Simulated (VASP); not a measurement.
These are PBE GGA, VASP's PBE PAW potentials (set 64) (plane waves; VASP) values and carry that method's errors.

VASP ran on this input.

POSCAR:
```
BN
1
    1.2562084555    -2.1758172625     0.0000000000
    1.2562084555     2.1758172625    -0.0000000000
   -0.0000000000    -0.0000000000     7.6407752073
B N
2 2
Direct
  0.3333330000   0.6666670000   0.2500000000
  0.6666670000   0.3333330000   0.7500000000
  0.6666670000   0.3333330000   0.2500000000
  0.3333330000   0.6666670000   0.7500000000
```

KPOINTS:
```
Automatic mesh
0
Gamma
9 9 3
0 0 0
```

INCAR:
```
ISIF = 3
NELM = 100   # most electronic steps
IBRION = 2   # conjugate gradients
LASPH = .True.   # aspherical one-centre terms
LWAVE = .False.
LCHARG = .False.
ENCUT = 520   # plane-wave cut-off (eV)
PREC = Accurate
LREAL = .False.
EDIFFG = -0.02   # ionic stop
GGA = PE   # PBE
EDIFF = 1E-6   # SCF stop (eV)
SIGMA = 0.05   # width (eV)
ISMEAR = 0
ALGO = Normal   # blocked Davidson
NSW = 60   # most ionic steps
SYSTEM = BN
```

POTCAR, in this order: B N (PBE.64 set). Program: vasp_std.

What VASP printed:

### OUTCAR
```
 ion  position               nearest neighbor table
   1  0.333  0.667  0.250-   3 1.45   3 1.45   3 1.45
   2  0.667  0.333  0.750-   4 1.45   4 1.45   4 1.45
   3  0.667  0.333  0.250-   1 1.45   1 1.45   1 1.45
   4  0.333  0.667  0.750-   2 1.45   2 1.45   2 1.45
  LATTYP: Found a hexagonal cell.
 ALAT       =     2.5124172511
 C/A-ratio  =     3.0412047219
 Subroutine PRICEL returns:
 Original cell was already a primitive cell.
 Subroutine GETGRP returns: Found 24 space group operations
The static configuration has the point symmetry D_3d.
 The point group associated with its full space group is D_6h.
The dynamic configuration has the point symmetry D_3d.
 Subroutine INISYM returns: Found 24 space group operations
 Subroutine IBZKPT returns following result:
 Found     24 irreducible k-points:

 Following reciprocal coordinates:
            Coordinates               Weight
  0.000000  0.000000  0.000000      1.000000
  0.111111 -0.000000  0.000000      6.000000
  0.222222 -0.000000  0.000000      6.000000
  0.333333  0.000000  0.000000      6.000000
  0.444444 -0.000000  0.000000      6.000000
  0.111111  0.111111  0.000000      6.000000
  0.222222  0.111111  0.000000     12.000000
  0.333333  0.111111  0.000000     12.000000
  0.444444  0.111111  0.000000      6.000000
  0.222222  0.222222  0.000000      6.000000
  0.333333  0.222222  0.000000     12.000000
  0.333333  0.333333  0.000000      2.000000
  0.000000  0.000000  0.333333      2.000000
  0.111111 -0.000000  0.333333     12.000000
  0.222222 -0.000000  0.333333     12.000000
  0.333333  0.000000  0.333333     12.000000
  0.444444 -0.000000  0.333333     12.000000
  0.111111  0.111111  0.333333     12.000000
  0.222222  0.111111  0.333333     24.000000
  0.333333  0.111111  0.333333     24.000000
...
```

### OSZICAR
```
       N       E                     dE             d eps       ncg     rms          rms(c)
DAV:   1     0.728828990542E+02    0.72883E+02   -0.82233E+03   576   0.121E+03
DAV:   2    -0.333326895208E+02   -0.10622E+03   -0.97847E+02   844   0.263E+02
DAV:   3    -0.387888776521E+02   -0.54562E+01   -0.54195E+01   708   0.641E+01
DAV:   4    -0.388526787131E+02   -0.63801E-01   -0.63752E-01   720   0.769E+00
DAV:   5    -0.388537607290E+02   -0.10820E-02   -0.10815E-02   732   0.996E-01    0.112E+01
DAV:   6    -0.355999656287E+02    0.32538E+01   -0.81988E+00   688   0.234E+01    0.505E+00
DAV:   7    -0.352970762647E+02    0.30289E+00   -0.50504E-01   712   0.613E+00    0.313E+00
DAV:   8    -0.352035184269E+02    0.93558E-01   -0.34718E-01   708   0.442E+00    0.447E-01
DAV:   9    -0.352005650464E+02    0.29534E-02   -0.14926E-02   708   0.107E+00    0.188E-01
DAV:  10    -0.352020954233E+02   -0.15304E-02   -0.16289E-03   688   0.358E-01    0.428E-02
DAV:  11    -0.352022816534E+02   -0.18623E-03   -0.22627E-04   728   0.139E-01    0.281E-02
DAV:  12    -0.352022828621E+02   -0.12087E-05   -0.53160E-05   660   0.627E-02    0.487E-03
DAV:  13    -0.352022832124E+02   -0.35024E-06   -0.23894E-06   676   0.141E-02
   1 F= -.35202283E+02 E0= -.35202283E+02  d E =-.352023E+02
       N       E                     dE             d eps       ncg     rms          rms(c)
DAV:   1    -0.352025417053E+02   -0.25884E-03   -0.50732E-03   636   0.641E-01    0.702E-02
DAV:   2    -0.352023853799E+02    0.15633E-03   -0.27024E-04   660   0.148E-01    0.255E-02
DAV:   3    -0.352023602183E+02    0.25162E-04   -0.60637E-05   712   0.612E-02    0.942E-03
DAV:   4    -0.352023562107E+02    0.40076E-05   -0.83089E-06   752   0.256E-02    0.361E-03
DAV:   5    -0.352023556555E+02    0.55517E-06   -0.17792E-06   496   0.115E-02
   2 F= -.35202356E+02 E0= -.35202356E+02  d E =-.724431E-04
```

OUTCAR:
```
------------------------ aborting loop because EDIFF is reached ----------------------------------------
  FORCE on cell =-STRESS in cart. coord.  units (eV):
  Direction    XX          YY          ZZ          XY          YZ          ZX
  --------------------------------------------------------------------------------------
  Total       -0.0302108     -0.0302109      0.0749776      0.0000000      0.0000000      0.0000000
  in kB       -1.1572682     -1.1572686      2.8721202      0.0000000      0.0000000      0.0000000
  external PRESSURE =       0.1858611 kB  Pullay stress =       0.0000000 kB
  volume of cell :       41.83
      direct lattice vectors                 reciprocal lattice vectors
     1.256437981 -2.176214813 -0.000000000     0.397950402 -0.229756730 -0.000000000
     1.256437981  2.176214813 -0.000000000     0.397950402  0.229756730 -0.000000000
     0.000000000 -0.000000000  7.648329546     0.000000000  0.000000000  0.130747504
  FREE ENERGIE OF THE ION-ELECTRON SYSTEM (eV)
  ---------------------------------------------------
  free  energy   TOTEN  =       -35.2023556555 eV

  energy  without entropy=      -35.2023556555  energy(sigma->0) =      -35.20235566

 reached required accuracy - stopping structural energy minimisation
```
(Selected blocks of OUTCAR.)

CONTCAR:
```
BN
   1.00000000000000
     1.2564379813122726   -2.1762148130837460   -0.0000000000000000
     1.2564379813122726    2.1762148130837460   -0.0000000000000000
     0.0000000000000000   -0.0000000000000000    7.6483295462821266
  B               N
     2     2
Direct
     0.3333330000000032    0.6666669999999968    0.2500000000000000
     0.6666669999999968    0.3333330000000032    0.7500000000000000
     0.6666669999999968    0.3333330000000032    0.2500000000000000
     0.3333330000000032    0.6666669999999968    0.7500000000000000
```

Without a dispersion term in the relaxation, distances and binding between the weakly bound layers, chains or molecules are unreliable, and so is what depends on them.

The compound is BN in the hex structure. This run relaxes it. Symmetry was kept, so distortions that lower it aren't found. The start is the result of an earlier pass.
